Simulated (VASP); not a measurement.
Computed with PBE GGA, VASP's PBE PAW potentials (set 64) (plane waves; VASP 6.6.1).

The input files of a VASP run:

**INCAR**
```
# general
SYSTEM=LiF
PREC  =Accurate
ENCUT =620
LREAL =.FALSE.
LASPH =.TRUE.

# electronic loop
EDIFF =1E-6
NELM  =100
ALGO  =Normal

# smearing
ISMEAR=0
SIGMA =0.05

# functional
GGA   =PE

# ions
IBRION=2
NSW   =40
ISIF  =3
EDIFFG=-0.02

# output
LWAVE =.FALSE.
LCHARG=.FALSE.
```

### POSCAR
```
LiF
1.0
  0.0000000000   2.0277431141   2.0277431141
  2.0277431141   0.0000000000   2.0277431141
  2.0277431141   2.0277431141   0.0000000000
Li F
1 1
Cart
  0.0000000000   0.0000000000   0.0000000000
  2.0277431141   2.0277431141   2.0277431141
```

### KPOINTS
```
Automatic mesh
0
Gamma
11 11 11
0 0 0
```

POTCAR, in this order: Li_sv F (PBE.64 set). Program: vasp_std.

Predict the energy per atom (σ→0), band gap (on the k-mesh).

```yaml
energy per atom (σ→0): -4822 meV/atom
band gap (on the k-mesh): 8.91 eV
```

OSZICAR:
```
...
DAV:   6    -0.963314953585E+01    0.51987E+00   -0.28422E+00  1041   0.131E+01    0.143E+00
DAV:   7    -0.963680088271E+01   -0.36513E-02   -0.18686E-02  1349   0.159E+00    0.866E-01
DAV:   8    -0.964340736472E+01   -0.66065E-02   -0.17007E-02  1389   0.176E+00    0.104E-01
DAV:   9    -0.964349584568E+01   -0.88481E-04   -0.80894E-04  1112   0.323E-01    0.431E-02
DAV:  10    -0.964356982258E+01   -0.73977E-04   -0.15842E-04  1133   0.122E-01    0.639E-03
DAV:  11    -0.964357279135E+01   -0.29688E-05   -0.20539E-06  1358   0.198E-02    0.182E-03
DAV:  12    -0.964357266915E+01    0.12220E-06   -0.55715E-07  1029   0.889E-03
   1 F= -.96435727E+01 E0= -.96435727E+01  d E =-.964357E+01
```

The compound is LiF in the rock salt structure. It was relaxed first.
